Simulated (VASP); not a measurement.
OSZICAR of a VASP run on CoAl (CsCl type):

### OSZICAR
```
       N       E                     dE             d eps       ncg     rms          rms(c)
DAV:   1     0.354497705707E+02    0.35450E+02   -0.54016E+03  1696   0.127E+03
DAV:   2    -0.136652089317E+02   -0.49115E+02   -0.46343E+02  1690   0.192E+02
DAV:   3    -0.149538133159E+02   -0.12886E+01   -0.12753E+01  1990   0.408E+01
DAV:   4    -0.149769856104E+02   -0.23172E-01   -0.23164E-01  2056   0.499E+00
DAV:   5    -0.149777051356E+02   -0.71953E-03   -0.71951E-03  1938   0.871E-01    0.133E+01
DAV:   6    -0.181462665289E+02   -0.31686E+01   -0.82909E+01  1904   0.136E+02    0.188E+01
DAV:   7    -0.130917534242E+02    0.50545E+01   -0.36032E+01  1858   0.860E+01    0.190E+00
DAV:   8    -0.130870199455E+02    0.47335E-02   -0.26553E-01  1734   0.451E+00    0.127E+00
DAV:   9    -0.130705238301E+02    0.16496E-01   -0.47559E-02  2030   0.301E+00    0.364E-01
DAV:  10    -0.130698274159E+02    0.69641E-03   -0.16078E-03  2034   0.552E-01    0.152E-01
DAV:  11    -0.130698085410E+02    0.18875E-04   -0.38426E-05  1988   0.568E-02    0.274E-02
DAV:  12    -0.130698038471E+02    0.46939E-05   -0.18895E-05  1976   0.617E-02    0.549E-03
DAV:  13    -0.130698037430E+02    0.10406E-06   -0.38283E-07  1838   0.560E-03    0.163E-03
DAV:  14    -0.130698036950E+02    0.48048E-07   -0.10501E-07   876   0.360E-03
   1 F= -.13069804E+02 E0= -.13069811E+02  d E =0.220891E-04
```

Which electronic solver shows in the log?

It is blocked Davidson (ALGO = Normal, or the opening steps of other solvers). The INCAR had ALGO = Normal.

How was spin treated?

Without spin polarisation: there is no mag entry.

Can the final energy be trusted as converged?

The calculation finished and met its thresholds. It stopped with EDIFF = 1E-7, NELM = 100 (PBEsol GGA, plane waves, VASP's PBE PAW potentials (set 64)).

The compound is CoAl in the CsCl type structure. This cell is one point of a volume scan, at 1.03 of the reference volume. The run is not spin-polarised, so no magnetic state was tried.
